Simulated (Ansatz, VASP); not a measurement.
## Two plane-wave programs on Hg3Pt

```
Hg Pt
1.0
     4.34422    0.00000    0.00000
     0.00000    4.34422    0.00000
     0.00000    0.00000    4.34422
Hg Pt
3 1
Direct
  0.00000 0.50000 0.50000
  0.50000 0.00000 0.50000
  0.50000 0.50000 0.00000
  0.00000 0.00000 0.00000
```

The cell comes from a database or a generator and needn't be the stable form of this composition.

Alike in both runs: task single point; functional r2SCAN; k mesh 5 × 5 × 5; occupations gaussian, width 0.1 eV; no spin polarisation.

|  | VASP | Ansatz |
| --- | --- | --- |
| version | VASP 6.6.1 | Ansatz 0.2.0 |
| potentials or method | VASP PAW PBE potentials, release 64 (Hg, Pt) | plane waves, PAW |
| plane-wave cutoff (eV) | 520 | 550 |
| valence electrons in the cell | 46 | 78 |

|  | VASP | Ansatz | Ansatz less VASP |
| --- | --- | --- | --- |
| pressure (GPa) | -3.2 | -4.0 | -0.79 |

The two sets of potentials don't hold the same shells in valence.

Caveats: the PAW data sets were made with another functional, which shifts forces and pressure a little (VASP). Spin-orbit coupling is left out, which matters for the levels of Hg, Pt.
